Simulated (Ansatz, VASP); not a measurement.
**VRu in two plane-wave programs**

One calculation is typed for both programs; each brings its own data sets and cutoff. How far apart do they land?

Calculated with Ansatz 0.2.0; plane waves, with VASP 6.6.1 beside it; single point at PBEsol.

**1. Starting point**

It takes space group Pm-3m (No. 221, cubic). Conventional cell: a = 2.990 Å, b = 2.990 Å, c = 2.990 Å, α = 90.00°, β = 90.00°, γ = 90.00°. Nearest to V lie 8 Ru at 2.59 Å. Nearest to Ru lie 8 V at 2.59 Å. Farther neighbours are not listed.

**2. Ansatz: single point, PBEsol**

Ansatz runs on its default PAW (the set named soft_2) files.

With cell and atoms fixed, the geometry can't cause a difference; cores, projectors, grids and the points listed under the comparison can.

Input file input.yaml:

```yaml
crystal:
  lattice:
    - [5.98, 0.0, 0.0]
    - [0.0, 5.98, 0.0]
    - [0.0, 0.0, 5.98]
  atoms:
    - { symbol: V, position: [0.25, 0.25, 0.25], spin: 2.0 }
    - { symbol: V, position: [0.25, 0.25, 0.75], spin: -2.0 }
    - { symbol: V, position: [0.25, 0.75, 0.25], spin: 2.0 }
    - { symbol: V, position: [0.25, 0.75, 0.75], spin: -2.0 }
    - { symbol: V, position: [0.75, 0.25, 0.25], spin: 2.0 }
    - { symbol: V, position: [0.75, 0.25, 0.75], spin: -2.0 }
    - { symbol: V, position: [0.75, 0.75, 0.25], spin: 2.0 }
    - { symbol: V, position: [0.75, 0.75, 0.75], spin: -2.0 }
    - { symbol: Ru, position: [0.0, 0.0, 0.0] }
    - { symbol: Ru, position: [0.0, 0.0, 0.5] }
    - { symbol: Ru, position: [0.0, 0.5, 0.0] }
    - { symbol: Ru, position: [0.0, 0.5, 0.5] }
    - { symbol: Ru, position: [0.5, 0.0, 0.0] }
    - { symbol: Ru, position: [0.5, 0.0, 0.5] }
    - { symbol: Ru, position: [0.5, 0.5, 0.0] }
    - { symbol: Ru, position: [0.5, 0.5, 0.5] }
hamiltonian:
  xc: pbesol
  pseudopotentials: { kind: paw }
magnetization:
  spin_polarized: true
kpoints:
  mp_grid: { grid: [3, 3, 3] }
scf:
  occupations: { method: methfessel_paxton, width: 0.05 }
  n_extra_bands: 18
output:
  forces: true
  stress: true
  eigenvalues: true
```

Started as:

```bash
$ ansatz run input.yaml --threads 4 --pin off --max-ram 9216MiB --backend cpu --events-out ev --progress --plain --runs-dir out
```

Numbers of over 12 decimals in the logs are rounded to 6 here.

The log of the run:

```text
scf.n_extra_bands = 18 over 116 filled bands (N_el = 232.0): the run solves 134 bands
Engine: ansatz 0.2.0, aarch64-unknown-linux-gnu
Pseudopotentials: kind: paw
Pseudopotential: V, paw, valence charge 13, recommended cutoff 420 eV (normal), V.paw.azcp
Pseudopotential: Ru, paw, valence charge 16, recommended cutoff 420 eV (normal), Ru.paw.azcp
Functional definition: PBEsol
  exchange = pbesol_x
  correlation = pbesol_c
Crystal: 16 atoms, lattice volume = 213.847 Å³
Basis set: ecut = 420 eV, 4139 PW (Γ), exchange–correlation on 80×80×80 points (8 copies of the dense FFT grid, shifted against one another)
Bands: 134, of which v1, the nominal top of the filled ones, is band 116 counted from 1 (115 counted from 0)
Symmetry: 64 space group operations
Space group: P4/mmm (ITA 123), of the structure as read, at distance tolerance 6.0e-5 Å
Magnetic group: BNS 123.348 (UNI 1008), of the structure as read, at distance tolerance 6.0e-5 Å
k-points: 6 of 27
Non-local potential: V, projectors of the file, l = 0: 3, l = 1: 2, l = 2: 3, l = 3: 1
Non-local potential: Ru, projectors of the file, l = 0: 3, l = 1: 2, l = 2: 2, l = 3: 1
PAW form: soft (Blöchl's): semilocal exchange-correlation on the pseudo side does not see the compensation charge
PAW frozen core: V, regenerated for the run's functional, and the local potential with it (the file was generated under x = pbe(κ = 0.804, μ = 0.219515), c = pbe(β = 0.066725))
PAW frozen core: Ru, regenerated for the run's functional, and the local potential with it (the file was generated under x = pbe(κ = 0.804, μ = 0.219515), c = pbe(β = 0.066725))
PAW one-centre angular grid: V, 590 points (default); XC on 64 Gauss nodes
PAW one-centre angular grid: Ru, 590 points (default); XC on 64 Gauss nodes
Initial density: superposition of atomic densities (chi_scale 0.1, normalization cell)
Starting moments: Σ|m| = 16 μB on 8 of 16 sites
Starting magnetic order: antiferromagnet; a translation exchanges its spin sublattices: spin-degenerate at every k-point
Initial wavefunctions: pseudopotential atomic-orbital guess
Functional: x = pbesol(κ = 0.804, μ = 0.123457), c = pbesol(β = 0.046)
SCF iter   1: F=—  HF=-69630.199389 eV  |F-HF|=—  |Δ(HF+E_count)|=         —  Δρ=1.11e-1 (↑1.11e-1 ↓1.11e-1)  dr2=4.38e1  dr2_m=1.48e1  M=0.000 μB ∫|m|=2.847 μB  β_m=0.30  ethr=3.10e-3  ⟨swp⟩=4.0  Hψ=2476  notcnv=0
Mixer restart at iter 1: flushing history
preconditioner: auto → Kerker (q_TF=auto, 2.766 Å⁻¹)  [metal: Δε(μ)=0.037 eV  Ē_g=4.833 eV  σ=0.050 eV  W_gap=0.37  n_scr=80 (ndim 8)  ℏωp=25.9 eV  f_vac=0.000  D(μ)=22.37/eV (n_scr^D=304)]
spin=Collinear: Kerker preconditioning applied to the charge; magnetization (m = ρ↑ − ρ↓) channel mixes plain (no charge-response kernel on spin).
SCF iter   2: F=—  HF=-69622.097173 eV  |F-HF|=—  |Δ(HF+E_count)|=    8.10e0  Δρ=6.80e-2 (↑6.80e-2 ↓6.80e-2)  dr2=1.52e1  dr2_m=5.58e0  M=0.000 μB ∫|m|=3.955 μB  β_m=0.52  ethr=3.10e-3  ⟨swp⟩=2.8  Hψ=1319  notcnv=0  defer=31
SCF iter   3: F=—  HF=-69617.477523 eV  |F-HF|=—  |Δ(HF+E_count)|=    4.62e0  Δρ=1.71e-2 (↑1.71e-2 ↓1.71e-2)  dr2=1.82e-1  dr2_m=4.51e-1  M=0.000 μB ∫|m|=3.632 μB  β_m=0.68  ethr=3.10e-3  ⟨swp⟩=3.3  Hψ=1822  notcnv=0  defer=31
SCF iter   4: F=—  HF=-69617.750843 eV  |F-HF|=—  |Δ(HF+E_count)|=   2.73e-1  Δρ=8.95e-3 (↑8.95e-3 ↓8.95e-3)  dr2=4.15e-2  dr2_m=1.44e-1  M=0.000 μB ∫|m|=2.716 μB  β_m=0.84  ethr=7.84e-5  ⟨swp⟩=3.3  Hψ=1730  notcnv=0  defer=36
SCF iter   5: F=—  HF=-69617.786272 eV  |F-HF|=—  |Δ(HF+E_count)|=   3.54e-2  Δρ=5.23e-3 (↑5.23e-3 ↓5.23e-3)  dr2=1.44e-2  dr2_m=5.05e-2  M=0.000 μB ∫|m|=1.681 μB  β_m=0.92  ethr=1.79e-5  ⟨swp⟩=3.0  Hψ=1754  notcnv=0  defer=36
SCF iter   6: F=—  HF=-69617.789341 eV  |F-HF|=—  |Δ(HF+E_count)|=   3.07e-3  Δρ=2.93e-3 (↑2.93e-3 ↓2.93e-3)  dr2=2.69e-2  dr2_m=1.26e-2  M=0.000 μB ∫|m|=0.790 μB  β_m=0.96  ethr=6.23e-6  ⟨swp⟩=3.0  Hψ=1606  notcnv=0  defer=36
SCF iter   7: F=—  HF=-69617.791804 eV  |F-HF|=—  |Δ(HF+E_count)|=   2.46e-3  Δρ=9.90e-4 (↑9.90e-4 ↓9.90e-4)  dr2=4.37e-3  dr2_m=2.15e-4  M=0.000 μB ∫|m|=0.097 μB  β_m=0.98  ethr=6.23e-6  ⟨swp⟩=3.0  Hψ=1552  notcnv=0  defer=36
SCF iter   8: F=—  HF=-69617.792815 eV  |F-HF|=—  |Δ(HF+E_count)|=   1.01e-3  Δρ=7.16e-4 (↑7.16e-4 ↓7.16e-4)  dr2=2.49e-3  dr2_m=5.36e-4  M=0.000 μB ∫|m|=0.131 μB  β_m=0.99  ethr=1.88e-6  ⟨swp⟩=2.8  Hψ=1566  notcnv=0  defer=36
SCF iter   9: F=—  HF=-69617.793208 eV  |F-HF|=—  |Δ(HF+E_count)|=   3.93e-4  Δρ=1.38e-4 (↑1.38e-4 ↓1.38e-4)  dr2=2.40e-5  dr2_m=2.96e-5  M=0.000 μB ∫|m|=0.031 μB  β_m=0.98  ethr=1.07e-6  ⟨swp⟩=2.3  Hψ=1127  notcnv=0  defer=39
[...]
iteration 11: the input's own smearing fills from here on; a Gaussian of 0.05 eV has filled iterations ahead of it
[...]
SCF 1 converged in 18 iterations: F = -69617.774679 eV  dr2 = 7.79e-10
  greatest PAW one-centre occupation: 1.000 electrons in one spin orbital (limit 2), on the V atom at site 7 (counted from 0), in its partial waves of l = 0
Initial density: read from a saved state, or passed on in memory by an earlier SCF of this step, an earlier step, the calling program or the single point that the run made first
[...]
spin=Collinear: Resta preconditioning applied to the charge; magnetization (m = ρ↑ − ρ↓) channel mixes plain (no charge-response kernel on spin).
SCF iter   2: F=—  HF=-69617.793963 eV  |F-HF|=—  |Δ(HF+E_count)|=   6.57e-6  S|Δr|=    0.00e0  Δρ=1.70e-4 (↑1.70e-4 ↓1.18e-4)  dr2=1.75e-5  dr2_m=2.41e-5  M=2.367 μB ∫|m|=2.635 μB  β_m=0.63  ethr=1.35e-8  ⟨swp⟩=1.3  Hψ=1653  notcnv=0
SCF iter   3: F=—  HF=-69617.793988 eV  |F-HF|=—  |Δ(HF+E_count)|=   2.45e-5  S|Δr|=    0.00e0  Δρ=1.35e-4 (↑6.38e-5 ↓1.35e-4)  dr2=9.87e-5  dr2_m=5.96e-6  M=2.380 μB ∫|m|=2.649 μB  β_m=0.54  ethr=7.53e-9  ⟨swp⟩=2.2  Hψ=2374  notcnv=0
SCF iter   4: F=—  HF=-69617.793983 eV  |F-HF|=—  |Δ(HF+E_count)|=   5.12e-6  S|Δr|=    0.00e0  Δρ=6.04e-5 (↑6.04e-5 ↓4.69e-5)  dr2=2.11e-5  dr2_m=2.94e-6  M=2.383 μB ∫|m|=2.653 μB  β_m=0.76  ethr=7.53e-9  ⟨swp⟩=2.2  Hψ=2259  notcnv=0
SCF iter   5: F=—  HF=-69617.793987 eV  |F-HF|=—  |Δ(HF+E_count)|=   4.28e-6  S|Δr|=    0.00e0  Δρ=9.33e-5 (↑9.33e-5 ↓7.57e-5)  dr2=1.09e-4  dr2_m=1.70e-6  M=2.385 μB ∫|m|=2.656 μB  β_m=0.64  ethr=7.53e-9  ⟨swp⟩=2.2  Hψ=2216  notcnv=0  recentre
SCF iter   6: F=—  HF=-69617.793984 eV  |F-HF|=—  |Δ(HF+E_count)|=   2.43e-6  S|Δr|=    0.00e0  Δρ=1.49e-5 (↑1.49e-5 ↓1.22e-5)  dr2=3.88e-7  dr2_m=2.83e-7  M=2.390 μB ∫|m|=2.663 μB  β_m=0.82  ethr=7.53e-9  ⟨swp⟩=2.0  Hψ=2145  notcnv=0
iter 7 did not close the SCF: its close was put off for a magnetic moment that had not settled (scf_convergence_deferred on its scf_iter line)
SCF iter   7: F=-69617.793985 eV  HF=-69617.793985 eV  |F-HF|=1.67e-9  |Δ(HF+E_count)|=   2.87e-7  S|Δr|=    0.00e0  Δρ=4.36e-6 (↑4.01e-6 ↓4.36e-6)  dr2=3.25e-8  dr2_m=2.51e-8  M=2.392 μB ∫|m|=2.666 μB  β_m=0.91  ethr=4.31e-11  ⟨swp⟩=2.2  Hψ=5247  notcnv=0
SCF iter   8: F=-69617.793985 eV  HF=-69617.793985 eV  |F-HF|=7.86e-10  |Δ(HF+E_count)|=   2.75e-8  S|Δr|=    0.00e0  Δρ=6.56e-7 (↑6.56e-7 ↓3.88e-7)  dr2=1.18e-9  dr2_m=1.77e-10  M=2.392 μB ∫|m|=2.667 μB  ethr=1.40e-11  ⟨swp⟩=1.8  Hψ=4425  notcnv=0
SCF 4 converged in 8 iterations: F = -69617.793985 eV  dr2 = 1.18e-9
  greatest PAW one-centre occupation: 1.000 electrons in one spin orbital (limit 2), on the V atom at site 6 (counted from 0), in its partial waves of l = 0
WARN: the starting moments were not kept: 4 of 8 ended reversed and 4 kept their direction, counting a site from 0.1 of the cell's largest site moment. The largest reversed, site 7 (counted from 0, in the order of the report's site_moments_mub), started with -2.0 μB and closes at +2.8e-1 μB in its sphere. The starting moments cancel, and the net magnetisation is 2.4e0 μB in size, over 0.1 of its absolute magnetisatio [...]
this state was not tested for a lower state beside it, because cold or Methfessel-Paxton smearing, or corrected tetrahedra, fill the levels in a way that the test cannot read (fill_not_monotonic; see scf.lower_state_search)
SCF converged after 8 iterations
Magnetization: 2.3922 μB (117.1961 up, 114.8039 down)
Absolute magnetization: 2.6803 μB (∫|ρ↑−ρ↓|, with the PAW one-centre terms)
Spin contamination: 0.0198 ħ² per cell (⟨S²⟩ above its minimum at these occupations)
Per-site moments (μB) at R_I (Å): [(0.275719, 1.068134), (0.275731, 1.068134), (0.275719, 1.068134), (0.275731, 1.068134), (0.275719, 1.068134), (0.275731, 1.068134), (0.275719, 1.068134), (0.275731, 1.068134), (-0.00911707, 1.068134), (-0.00911707, 1.068134), (-0.00911707, 1.068134), (-0.00911707, 1.068134), (-0.00911707, 1.068134), (-0.00911707, 1.068134), (-0.00911707, 1.068134), (-0.00911707, 1.068134)]
Free energy (F): -69617.793985 eV
Harris-Foulkes:  -69617.793985 eV  (|F-HF|=7.86e-10)
Internal energy: -69617.799045 eV  (E = F + TS)
E sigma→0 (E₀):  -69617.795250 eV
Entropy (-TS):   0.005061 eV (0.316 meV/atom)
Fermi energy:    20.900026 eV
--- Per-component energies (eV) ---
  E_band       = -1631.074216
  E_kinetic    = 6803.092594
  E_local      = -17207.578306  (includes V_loc(G=0)·N_el)
  E_nonlocal   = 2395.764753
  E_hartree    = 6478.601210
  E_xc         = -2555.564918
  E_vxc        = -3233.486432  (∫ρ·V_xc dr)
  E_paw        = -35879.643705  (= ΣΔE_a)
  E_vpaw       = -3346.066710  (= ΣTr[D̂ρ^β])
  E_aug_tail   = 0.000560  (compensation charges beyond the density's cutoff)
  E_ewald      = -29655.695035
  E_core_change = 3.223801  (= ΣΔE_core)
  E_smearing   = 0.005061  (= −TS)
  E_closure    = 0.000000  (closes the sum)
  Σ components = -69617.793985   (vs F -69617.793985, Δ=0.00e0)
--- Forces (eV/Å), atoms counted from 1 ---
  atom   1  V      0.00000000     0.00000000     0.00000000
  atom   2  V      0.00000000     0.00000000     0.00000000
  atom   3  V      0.00000000     0.00000000     0.00000000
  atom   4  V      0.00000000     0.00000000     0.00000000
  atom   5  V      0.00000000     0.00000000     0.00000000
  atom   6  V      0.00000000     0.00000000     0.00000000
  atom   7  V      0.00000000     0.00000000     0.00000000
  atom   8  V      0.00000000     0.00000000     0.00000000
  atom   9  Ru     0.00000000     0.00000000     0.00000056
  atom  10  Ru    -0.00000000     0.00000000    -0.00000056
  atom  11  Ru     0.00000000    -0.00000000     0.00000056
  atom  12  Ru    -0.00000000    -0.00000000    -0.00000056
  atom  13  Ru     0.00000000     0.00000000     0.00000056
  atom  14  Ru     0.00000000     0.00000000    -0.00000056
  atom  15  Ru     0.00000000    -0.00000000     0.00000056
  atom  16  Ru     0.00000000     0.00000000    -0.00000056
  max |Σ_I F_I| component: 1.78e-23 eV/Å
--- Stress (GPa, compression-positive) ---
       -5.375953       0.000000      -0.000000
        0.000000      -5.375953       0.000000
       -0.000000       0.000000      -5.375952
  P = ⅓ Tr σ = -5.3760 GPa (-53.760 kbar)
--- Band table (eV; the first three rows and the last of 12) ---
  k-point 0 ↑: bands = [... 112 lower, 20.3796, 20.3796, 20.3796, 21.0248, 21.0248, 21.0248, 21.1173, 21.1173, ... 14 higher]
  k-point 1 ↑: bands = [... 112 lower, 20.1685, 20.3432, 20.3432, 20.5897, 20.5897, 20.9410, 20.9410, 20.9445, ... 14 higher]
  k-point 2 ↑: bands = [... 112 lower, 20.1685, 20.3432, 20.3432, 20.5897, 20.5897, 20.9410, 20.9410, 20.9445, ... 14 higher]
  k-point 5 ↓: bands = [... 112 lower, 21.0312, 21.0312, 21.0312, 21.2153, 21.2588, 21.2588, 21.2588, 21.4241, ... 14 higher]
```

Elapsed: 95 s, on 4 threads of Arm Neoverse V1, shared host; peak memory 1.6 GiB.

The run ends at a pressure of -5.38 GPa.

(Continued in part 2 of 2.)

[Lines on the potential files, build, host, timing and source positions are cut from VASP's logs without a mark.]

[Logs are printed without paths, hosts, clocks, repeated set-up lines and the standing remarks that a program may print on its own settings, such as how far it seeks lower states.]

[Hosts, paths, dates, database ids (printed as entryN), source tags and the programs' standing remarks are cut or masked in the printed files.]
